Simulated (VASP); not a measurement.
A convergence study with VASP on CuCl (zinc blende): one setting is varied, all else stays as given below, so the limit is that of these other settings.

```
CuCl
1.0
    0.00000     2.70500     2.70500
    2.70500     0.00000     2.70500
    2.70500     2.70500     0.00000
Cu Cl
1 1
Direct
  0.00000   0.00000   0.00000
  0.25000   0.25000   0.25000
```

Method: PBE GGA, VASP's PBE PAW potentials (set 64) (plane waves; VASP). The tightest run used: 550 eV cut-off, 14×14×14 Γ-centred mesh, Gaussian smearing of 0.010 eV, potentials Cu Cl.

The reference is 14×14×14 mesh, which took about 20 core-minutes. The timings are rough (shared machines, no repeats); factors under 2 mean little.

**Question.** Of the settings 4×4×4 mesh; 6×6×6 mesh; 8×8×8 mesh; 10×10×10 mesh; 12×12×12 mesh; 14×14×14 mesh, which is the lowest that keeps the difference from the reference in highest Γ mode (cm⁻¹) within 5 from there on, and what does it cost?

**Answer.** 6×6×6 mesh; its cost over the reference is about 1/6.
| setting | difference in highest Γ mode (cm⁻¹) | cost over the reference |
|---|---|---|
| 4×4×4 mesh | 7.2 | about 1/10 |
| 6×6×6 mesh | 1.3 | about 1/6 |
| 8×8×8 mesh | 0.3 | about 1/5 |
| 10×10×10 mesh | 0.1 | about 1/2 |
| 12×12×12 mesh | 0.0 | within a factor of 2 |
| 14×14×14 mesh | 0.0 | reference |

Left out are rungs that failed or repeat a setting and relaxations that didn't move; long series are thinned to 24 rows.

The compound is CuCl in the zinc blende structure. The cell was not relaxed at this level.
